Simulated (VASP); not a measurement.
Write the native input for VASP 6.6.1 that does the following.

```
Task                   : relaxation of cell and atoms
Functional             : PBEsol
Potentials or basis    : VASP PAW PBE potentials, release 64 (Bi_d)
Cutoff                 : 600 eV
k mesh                 : 6 × 6 × 6
Occupations            : gaussian, width 0.1 eV
Spin                   : no spin polarisation
Further INCAR settings : ALGO = Normal; EDIFF = 1e-07; IBRION = 2; EDIFFG = -0.005; NSW = 90; ISIF = 3
```

The structure of Bi lies in POSCAR:

```
Bi
1.0
    2.2675000000      1.3091417400      3.9380000000
   -2.2675000000      1.3091417400      3.9380000000
    0.0000000000     -2.6182834700      3.9380000000
Bi
2
Direct
    0.2340000000      0.2340000000      0.2340000000
    0.7660000000      0.7660000000      0.7660000000
```

One way to write it, as run:

INCAR

```
SYSTEM = Bi
PREC = Accurate
ENCUT = 600
EDIFF = 1E-7
ISMEAR = 0
SIGMA = 0.1
LREAL = .False.
LASPH = .True.
NELM = 100
ALGO = Normal
ISIF = 3
LWAVE = .False.
LCHARG = .False.
GGA = PS
IBRION = 2
NSW = 90
EDIFFG = -0.005
```

KPOINTS

```
Automatic mesh
0
Gamma
  6 6 6
  0 0 0
```

Potentials or basis: VASP PAW PBE potentials, release 64 (Bi_d).

Launch:

```sh
$ cat potpaw_PBE.64/Bi_d/POTCAR > POTCAR
$ mpirun -np 1 vasp_std > vasp.out
```

It gave:

```yaml
Relaxed_volume: 34.71 Å³/atom
Relaxed_cell: a = 4.713 Å, b = 4.713 Å, c = 4.713 Å, α = 57.29°, β = 57.29°, γ = 57.29°
Space_group_after_relaxing_to_0.05_Å: R-3m (No. 166)
Energy_gained_by_relaxing: 0.7 meV/atom
Ionic_steps: 8
Pressure_after_relaxing: 0.0 GPa
Band_gap_on_the_k_mesh: none (metal or under the smearing width)
```

Caveat: the PAW data sets were made with another functional, which shifts forces and pressure a little; spin-orbit coupling is left out, which moves the levels of the heavy elements.

It took 120 s on 1 thread of Intel(R) Xeon(R) 6975P-C (Granite Rapids), with other jobs on the host, peak memory 0.27 GiB.
